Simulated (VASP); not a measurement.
Set up this calculation in VASP 6.6.1, as the native input.

| Property | Result |
| --- | --- |
| Task | single point |
| Functional | r2SCAN |
| Potentials or basis | VASP PAW PBE potentials, release 64 (Sn_d, O) |
| Cutoff | 520 eV |
| k mesh | 10 × 10 × 10 |
| Occupations | gaussian, width 0.1 eV |
| Spin | no spin polarisation |
| Dipole correction | no |
| Further INCAR settings | ALGO = Normal; EDIFF = 1e-06; NBANDS = 32 |

Crystal: Sn3O.

```
Sn O
1.0
     4.41596    0.00000    0.00000
     0.00000    4.41596    0.00000
     0.00000    0.00000    4.41596
Sn O
3 1
Direct
  0.00000 0.50000 0.50000
  0.50000 0.00000 0.50000
  0.50000 0.50000 0.00000
  0.00000 0.00000 0.00000
```

The cell was built by a generator and needn't be a form met in nature.

These files were run (other wordings do the same):

POSCAR

```
Sn3O
1.0
    4.4159572113      0.0000000000      0.0000000000
    0.0000000000      4.4159572113      0.0000000000
    0.0000000000      0.0000000000      4.4159572113
Sn O
3 1
Direct
    0.0000000000      0.5000000000      0.5000000000
    0.5000000000      0.0000000000      0.5000000000
    0.5000000000      0.5000000000      0.0000000000
    0.0000000000      0.0000000000      0.0000000000
```

INCAR.step1

```
ALGO = Normal ; EDIFF = 1E-4
ENCUT = 520 ; GGA = PE
ISMEAR = 0 ; LASPH = True
LCHARG = False ; LREAL = False
LWAVE = True ; NBANDS = 32
NELM = 100 ; PREC = Accurate
SIGMA = 0.1
```

INCAR.step2

```
ALGO = Normal ; EDIFF = 1E-6
ENCUT = 520 ; ISIF = 2
ISMEAR = 0 ; ISTART = 1
LASPH = True ; LCHARG = False
LMIXTAU = True ; LREAL = False
LWAVE = False ; METAGGA = R2SCAN
NBANDS = 32 ; NELM = 100
PREC = Accurate ; SIGMA = 0.1
```

KPOINTS

```
k-points
0
Gamma
  10 10 10
```

Potentials or basis: VASP PAW PBE potentials, release 64 (Sn_d, O).

Launch:

```console
$ cat potpaw_PBE.64/Sn_d/POTCAR potpaw_PBE.64/O/POTCAR > POTCAR
$ cp INCAR.step1 INCAR
$ mpirun -np 1 vasp_std > vasp.out
$ cp INCAR.step2 INCAR
$ mpirun -np 1 vasp_std > vasp.out
```

It gave:

| Property | Result |
| --- | --- |
| Pressure | 0.0 GPa |
| Band gap on the k mesh | none (metal or under the smearing width) |

Caveat: the PAW data sets were made with another functional, which shifts forces and pressure a little.

It took 6.6 min on 1 thread of AMD EPYC 9R45 (Zen 5), with other jobs on the host, peak memory 0.26 GiB.
